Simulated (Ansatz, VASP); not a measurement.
# MgSi in two plane-wave programs

One calculation is typed for both programs; each brings its own data sets. How far apart do they land? The cell is taken from a series of runs on this material, whose earlier steps may have relaxed, scaled, displaced or heated it; both programs get it as it stands.

Calculated with Ansatz 0.2.0; plane waves, with VASP 6.6.1 beside it; zone-centre phonons at PBEsol.

## Step 1: Starting point

The structure is tetragonal, space group P4/mmm (No. 123). The conventional cell has a = 2.979 Å, b = 2.979 Å, c = 3.966 Å, α = 90.00°, β = 90.00°, γ = 90.00°. Nearest to Mg lie 8 Si at 2.89 Å and 4 Mg at 2.98 Å. Nearest to Si lie 8 Mg at 2.89 Å and 4 Si at 2.98 Å. Farther neighbours are not listed.

As a file:

```cif
data_structure
_symmetry_space_group_name_H-M 'P4/mmm'
_symmetry_Int_Tables_number 123
_cell_length_a 2.9786
_cell_length_b 2.9786
_cell_length_c 3.9659
_cell_angle_alpha 90.000
_cell_angle_beta 90.000
_cell_angle_gamma 90.000
_cell_volume 35.18
loop_
_atom_site_label
_atom_site_type_symbol
_atom_site_symmetry_multiplicity
_atom_site_Wyckoff_symbol
_atom_site_fract_x
_atom_site_fract_y
_atom_site_fract_z
_atom_site_occupancy
Mg1 Mg 1 a 0.00000 0.00000 0.00000 1
Si1 Si 1 d 0.50000 0.50000 0.50000 1
```

## Step 2: Ansatz: zone-centre phonons, PBEsol

Ansatz runs on norm-conserving files, of PseudoDojo where its log says so.

Second derivatives magnify differences that forces hide, and they need a tight electronic threshold.

The input, input.yaml:

```yaml
crystal:
  lattice:
    - [2.9785565229, 0.0, 0.0]
    - [0.0, 2.9785565229, 0.0]
    - [0.0, 0.0, 3.9659084939]
  atoms:
    - { symbol: Mg, position: [0.0, 0.0, 0.0] }
    - { symbol: Si, position: [0.5, 0.5, 0.5] }
kpoints:
  mp_grid: { grid: [16, 16, 12] }
hamiltonian:
  xc: pbesol
  pseudopotentials: { kind: nc }
scf:
  occupations: { method: methfessel_paxton, width: 0.15 }
output:
  eigenvalues: true
phonons:
  method: dfpt
  qmesh: [2, 2, 2]
  temperatures: { t_max: 1000, t_step: 50 }
  qpath:
    path:
      - [[0.0, 0.0, 0.0], [0.0, 0.5, 0.0], [0.5, 0.5, 0.0], [0.0, 0.0, 0.0], [0.0, 0.0, 0.5], [0.0, 0.5, 0.5], [0.5, 0.5, 0.5], [0.0, 0.0, 0.5]]
      - [[0.0, 0.5, 0.0], [0.0, 0.5, 0.5]]
      - [[0.5, 0.5, 0.0], [0.5, 0.5, 0.5]]
    npoints: 10
```

On the command line:

```sh
ansatz run input.yaml --threads 4 --pin off --max-ram 7168MiB --backend cpu --events-out ev --progress --plain --runs-dir out
```

Numbers of over 12 decimals in the logs are rounded to 6 here.

What it wrote:

```text
Engine: ansatz 0.2.0, aarch64-unknown-linux-gnu
Pseudopotentials: kind: nc
Pseudopotential: Mg, nc, valence charge 10, recommended cutoff 1142.878222 eV (normal), Mg.nc.azcp (PseudoDojo's, or run here from an input of PseudoDojo's: the run reads no file of this project's for it)
Pseudopotential: Si, nc, valence charge 4, recommended cutoff 489.804952 eV (normal), Si.nc.azcp (PseudoDojo's, or run here from an input of PseudoDojo's: the run reads no file of this project's for it)
Functional definition: PBEsol
  exchange = pbesol_x
  correlation = pbesol_c
Crystal: 2 atoms, lattice volume = 35.185 Å³
Basis set: ecut = 1142.878222 eV, 3113 PW (Γ), exchange–correlation on 72×72×90 points (8 copies of the dense FFT grid, shifted against one another)
Bands: 11, of which v1, the nominal top of the filled ones, is band 7 counted from 1 (6 counted from 0)
Symmetry: 16 space group operations
k-points: 315 of 3072
Non-local potential: Mg, projectors of the file, l = 0: 2, l = 1: 2
Non-local potential: Si, projectors of the file, l = 0: 2, l = 1: 2, l = 2: 2
Initial density: superposition of atomic densities (chi_scale 0.1, normalization cell, long waves kept (reshape's long-wave potential 0.00 eV rms))
Initial wavefunctions: pseudopotential atomic-orbital guess
Functional: x = pbesol(κ = 0.804, μ = 0.123457), c = pbesol(β = 0.046)
SCF iter   1: F=—  HF=-1728.829684 eV  |F-HF|=—  |Δ(HF+E_count)|=         —  Δρ=2.18e-2  dr2=1.23e-1  ethr=3.10e-3  ⟨swp⟩=5.4  Hψ=22801  notcnv=0
preconditioner: auto → none  [metal: Δε(μ)=0.012 eV  Ē_g=8.950 eV  σ=0.150 eV  W_gap=0.07  n_scr=6 (ndim 8)  ℏωp=15.3 eV  f_vac=0.000  D(μ)=0.77/eV (n_scr^D=2)  sad-step TF]
SCF iter   2: F=—  HF=-1728.819298 eV  |F-HF|=—  |Δ(HF+E_count)|=   1.04e-2  S|Δr|=    0.00e0  Δρ=1.35e-2  dr2=5.44e-2  ethr=8.76e-4  ⟨swp⟩=1.0  Hψ=5985  notcnv=0
SCF iter   3: F=—  HF=-1728.809052 eV  |F-HF|=—  |Δ(HF+E_count)|=   1.02e-2  S|Δr|=    0.00e0  Δρ=1.45e-3  dr2=4.37e-4  ethr=3.88e-4  ⟨swp⟩=1.0  Hψ=3431  notcnv=0
SCF iter   4: F=—  HF=-1728.809066 eV  |F-HF|=—  |Δ(HF+E_count)|=   1.38e-5  S|Δr|=    0.00e0  Δρ=3.80e-4  dr2=3.45e-5  ethr=3.12e-6  ⟨swp⟩=2.8  Hψ=5653  notcnv=0
SCF iter   5: F=—  HF=-1728.809053 eV  |F-HF|=—  |Δ(HF+E_count)|=   1.25e-5  S|Δr|=    0.00e0  Δρ=1.00e-4  dr2=1.05e-6  ethr=2.47e-7  ⟨swp⟩=2.0  Hψ=4151  notcnv=0
SCF iter   6: F=—  HF=-1728.809051 eV  |F-HF|=—  |Δ(HF+E_count)|=   2.03e-6  S|Δr|=    0.00e0  Δρ=1.85e-5  dr2=2.85e-8  ethr=7.47e-9  ⟨swp⟩=2.2  Hψ=5289  notcnv=0
SCF iter   7: F=—  HF=-1728.809051 eV  |F-HF|=—  |Δ(HF+E_count)|=   3.56e-9  S|Δr|=    0.00e0  Δρ=2.54e-6  dr2=7.23e-10  ethr=2.04e-10  ⟨swp⟩=1.1  Hψ=3537  notcnv=0
SCF iter   8: F=-1728.809051 eV  HF=-1728.809051 eV  |F-HF|=9.09e-13  |Δ(HF+E_count)|=  6.82e-12  S|Δr|=    0.00e0  Δρ=2.01e-7  dr2=5.23e-12  ethr=1.00e-12  ⟨swp⟩=5.7  Hψ=18530  notcnv=0
SCF 1 converged in 8 iterations: F = -1728.809051 eV  dr2 = 5.23e-12
Initial density: read from a saved state, or passed on in memory by an earlier SCF of this step, an earlier step, the calling program or the single point that the run made first
iter 1 solved again at ethr=9.66e-8 eV; its pass at ethr=3.10e-3 eV (dr2=1.35e-5 eV) is discarded
SCF iter   1: F=—  HF=-1728.809054 eV  |F-HF|=—  |Δ(HF+E_count)|=         —  Δρ=4.07e-7  dr2=3.62e-11  ethr=9.66e-8  ⟨swp⟩=3.9  Hψ=34566  notcnv=0
eigensolver tolerance schedule: the retry pair's looser diagonalisation over-reported the residual by 373342.29 of it (diagonalisation noise at an unbounded share of the residual, at the tolerance the schedule requests for it); recorded, not acted on — ethr = c·dr2/N_el stays at c = 1.0e-1
preconditioner: auto → none  [metal: Δε(μ)=0.004 eV  Ē_g=8.931 eV  σ=0.150 eV  W_gap=0.02  n_scr=6 (ndim 8)  ℏωp=15.3 eV  f_vac=0.000  D(μ)=0.78/eV (n_scr^D=2)]
SCF iter   2: F=—  HF=-1728.809051 eV  |F-HF|=—  |Δ(HF+E_count)|=   2.28e-6  S|Δr|=    0.00e0  Δρ=2.67e-7  dr2=1.43e-11  ethr=1.00e-12  ⟨swp⟩=3.4  Hψ=7988  notcnv=0
SCF iter   3: F=-1728.809051 eV  HF=-1728.809051 eV  |F-HF|=2.27e-12  |Δ(HF+E_count)|=  4.55e-12  S|Δr|=    0.00e0  Δρ=1.48e-7  dr2=4.38e-12  ethr=1.00e-12  ⟨swp⟩=4.0  Hψ=12101  notcnv=0
SCF 2 converged in 3 iterations: F = -1728.809051 eV  dr2 = 4.38e-12
phonons: the bands overlap, so this run is a metal and interpolates without the dipole-dipole term. If the crystal is really an insulator or semiconductor, its LO-TO splitting is missing
NSCF: frozen V_eff on 315 k-points
NSCF: frozen V_eff on 567 k-points
DFPT response loops at q = (0, 0, 0) (fractional): preconditioner auto → Kerker (q_TF=auto, 2.340 Å⁻¹) (partly filled bands, converged f_vac=0.000); β = 1.00, the filter's whole step (`scf.mixing.beta` (0.50) is not read by the response loops under this deck's `scf.mixing.preconditioner`; to damp them name `kerker` or `kerker_dos`, under which they read `scf.mixing.beta`, and type it under 1.00, their step now; both keys bind the ground state too); Broyden in place of MSR1
NSCF: frozen V_eff on 1134 k-points
DFPT response loops at q = (0, 0, -0.5) (fractional): mixed as the last ones told, above
NSCF: frozen V_eff on 1134 k-points
DFPT response loops at q = (0, -0.5, 0) (fractional): mixed as the last ones told, above
NSCF: frozen V_eff on 1134 k-points
DFPT response loops at q = (0, -0.5, -0.5) (fractional): mixed as the last ones told, above
NSCF: frozen V_eff on 1134 k-points
DFPT response loops at q = (-0.5, -0.5, 0) (fractional): mixed as the last ones told, above
NSCF: frozen V_eff on 1134 k-points
DFPT response loops at q = (-0.5, -0.5, -0.5) (fractional): mixed as the last ones told, above
SCF converged after 8 iterations
Stability not checked: this state was not tested for a lower state beside it, because cold or Methfessel-Paxton smearing, or corrected tetrahedra, fill the levels in a way that the test cannot read (fill_not_monotonic; see scf.lower_state_search)
Free energy (F): -1728.809051 eV
Harris-Foulkes:  -1728.809051 eV  (|F-HF|=9.09e-13)
Internal energy: -1728.809021 eV  (E = F + TS)
E sigma→0 (E₀):  -1728.809044 eV
Entropy (-TS):   -0.000031 eV (-0.015 meV/atom)
Fermi energy:    8.050947 eV
Step filling:    the computed levels leave a gap of 0.0037 eV = 0.0 smearing widths at the electron count; against every level under it full and every level over it empty, smearing changes F+E_penalty+E_count by -0.073 meV and its σ→0 estimate by -0.065 meV
--- Per-component energies (eV) ---
  E_band       = -322.221464
  E_kinetic    = 963.413358
  E_local      = -1720.294982  (includes V_loc(G=0)·N_el)
  E_nonlocal   = -476.530127
  E_hartree    = 616.128671
  E_xc         = -253.997857
  E_vxc        = -321.067094  (∫ρ·V_xc dr)
  E_ewald      = -857.528083
  E_smearing   = -0.000031  (= −TS)
  E_closure    = 0.000000  (closes the sum)
  Σ components = -1728.809051   (vs F -1728.809051, Δ=0.00e0)
--- Band table (eV; the first three rows and the last of 315) ---
  k-point 0: bands = [... 3 lower, -34.6761, -3.0002, 5.8581, 7.8624, 11.8620, 11.8620, 13.1860, 15.6809]
  k-point 1: bands = [... 3 lower, -34.6762, -2.9468, 5.1577, 8.6844, 11.8947, 11.8947, 13.2457, 15.7330]
  k-point 2: bands = [... 3 lower, -34.6765, -2.7903, 4.0436, 10.1650, 11.9883, 11.9883, 13.4232, 15.8857]
  k-point 314: bands = [... 3 lower, -34.6699, 4.4584, 5.8190, 5.8190, 7.2731, 9.1973, 9.1973, 9.3275]
--- Phonons (Γ-DFPT): 4 representative perturbations + reference (Σ response iterations 10) ---
  ASR residual: 9.216e-3 → 0.000e0 eV/Å²; symmetrization residual: 1.200e-5 eV/Å²
  ASR residual per site (eV/Å²): 9.22e-3 7.51e-5
  Γ frequencies (cm⁻¹): 0.00 0.00 0.00 195.98 195.98 282.13
--- Phonons (arbitrary-q DFPT): 6 irreducible q on the 2×2×2 mesh ---
  q = [0.0000, 0.0000, 0.0000] (star 1, of the zone-centre solve; hermiticity 6.28e-6, symmetrization 1.97e-15): -0.00 0.00 0.00 195.98 195.98 282.13
  q = [0.0000, 0.0000, -0.5000] (star 1, 4 solved perturbations in 1764 linear systems a pass and spin channel, the states on 567 of 3072 k-point pairs; hermiticity 4.15e-14, symmetrization 7.13e-13, the responses' own estimated error 6.7e-5 eV/Å²): 96.44 96.44 134.33 134.33 204.70 221.26
  q = [0.0000, -0.5000, 0.0000] (star 2, 6 solved perturbations on 567 of 3072 k-point pairs; hermiticity 2.54e-12, symmetrization 1.27e-12, the responses' own estimated error 6.8e-5 eV/Å²): 98.52 117.70 179.10 192.18 192.37 297.28
  q = [0.0000, -0.5000, -0.5000] (star 2, 6 solved perturbations on 567 of 3072 k-point pairs; hermiticity 1.86e-6, symmetrization 1.72e-14, the responses' own estimated error 6.8e-5 eV/Å²): -138.55 123.26 144.79 199.96 250.20 318.45
  q = [-0.5000, -0.5000, 0.0000] (star 1, 4 solved perturbations in 1764 linear systems a pass and spin channel, the states on 567 of 3072 k-point pairs; hermiticity 2.61e-7, symmetrization 7.58e-13, the responses' own estimated error 6.4e-5 eV/Å²): -87.72 -87.72 185.84 218.91 289.54 289.54
  q = [-0.5000, -0.5000, -0.5000] (star 1, 4 solved perturbations in 1764 linear systems a pass and spin channel, the states on 567 of 3072 k-point pairs; hermiticity 1.87e-14, symmetrization 2.46e-13, the responses' own estimated error 6.6e-5 eV/Å²): -136.29 -136.29 183.67 251.82 278.71 278.71
  sum rule: each row above includes the acoustic sum rule's correction from the zone centre's row sums; it moved no ω² by more than (10.15 cm⁻¹)²
  mesh force constants: q→R imaginary residual 2.19e-17; ASR residual 9.216e-3 → 0.000e0 eV/Å²; symmetrization residual 1.110e-15 eV/Å²
  interpolated dispersion: 93 rows × 6 modes
  density of states and harmonic sums: on the 22×22×16 q-mesh, interpolated from the force constants of a 2×2×2 supercell (no non-analytic term)
  largest difference from the sums on the solved wave vectors: F 7.85e-2 eV, S 1.03e-4 and C_V 2.57e-5 eV/K
  zero-point energy: 0.060469 eV/cell   skipped modes (ω ≤ 0): 589, of them read as no rigid motion or as one in doubt: 586 (8.345e-1 modes/cell left out, lowest -139.33 cm⁻¹)   left out of the sums: 1.39e-1 of the cell's modes: C_V's classical limit lies that fraction below 3 k_B per atom; for a crystal, a wire or a layer, F and S can be off by more, and a phonons.interpolated_qmesh denser along its periods is the remedy for the sampling
```

In the SCF lines HF is the Harris–Foulkes energy and dr2 the Hartree energy of the density residual, in eV; the loop may stop once dr2 is under the threshold and the program's other checks hold. Hψ counts applications of the Hamiltonian.

(Part 1 of 2 ends here.)

[Lines on the potential files, build, host, timing and source positions are cut from VASP's logs without a mark.]

[Logs are printed without paths, hosts, clocks, repeated set-up lines and the standing remarks that a program may print on its own settings, such as how far it seeks lower states.]

[Hosts, paths, dates, database ids (printed as entryN), source tags and the programs' standing remarks are cut or masked in the printed files.]
